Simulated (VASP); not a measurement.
Data:

```yaml
crystal:
  lattice:
    - [2.22622, 1.28531, 7.22777]
    - [-2.22622, 1.28531, 7.22777]
    - [0.00000, -2.57061, 7.22777]
  atoms:
    - { symbol: Al, position: [0.00067, 0.00067, 0.00067] }
    - { symbol: In, position: [0.49956, 0.49956, 0.49956] }
    - { symbol: Sb, position: [0.87897, 0.87897, 0.87897] }
    - { symbol: Sb, position: [0.37078, 0.37078, 0.37078] }
```

These are LDA (Ceperley-Alder, Perdew-Zunger), VASP's LDA PAW potentials (set 64) (plane waves; VASP) values and carry that method's errors. Run with 400 eV cut-off, Gaussian smearing of 0.050 eV, potentials Al In_d Sb.

Unless said otherwise, spin-orbit coupling is left out, though it shifts the bands of the heavy elements here.

Question: Give the energies of bands 8 to 16 at the high-symmetry points, in eV from the valence-band maximum.

Answer: 
| band | Γ | T | H2 | L | S0 | F |
|---|---|---|---|---|---|---|
| 8 | -5.71 | -3.82 | -5.76 | -5.52 | -5.76 | -5.95 |
| 9 | -1.19 | -3.35 | -5.43 | -5.27 | -5.43 | -5.62 |
| 10 | -1.19 | -0.99 | -3.37 | -2.87 | -3.48 | -2.41 |
| 11 | -0.15 | -0.99 | -3.15 | -2.80 | -3.09 | -2.34 |
| 12 | 0.00 | -0.39 | -1.95 | -2.03 | -2.06 | -1.04 |
| 13 | 0.00 | -0.39 | -1.81 | -1.64 | -1.78 | -1.01 |
| 14 | 0.50 | 0.89 | 1.76 | 1.38 | 1.63 | 0.68 |
| 15 | 0.81 | 1.37 | 2.14 | 2.01 | 2.88 | 1.11 |
| 16 | 2.84 | 3.33 | 4.40 | 3.86 | 3.43 | 1.26 |

The gap is direct, 0.50 eV, from the valence maximum at Γ to the conduction minimum at Γ.

The structure comes from a computed database's AlInSb2 entry (R3m); how it stands against other phases isn't given here. It was relaxed first, which changed the volume by -7 %.
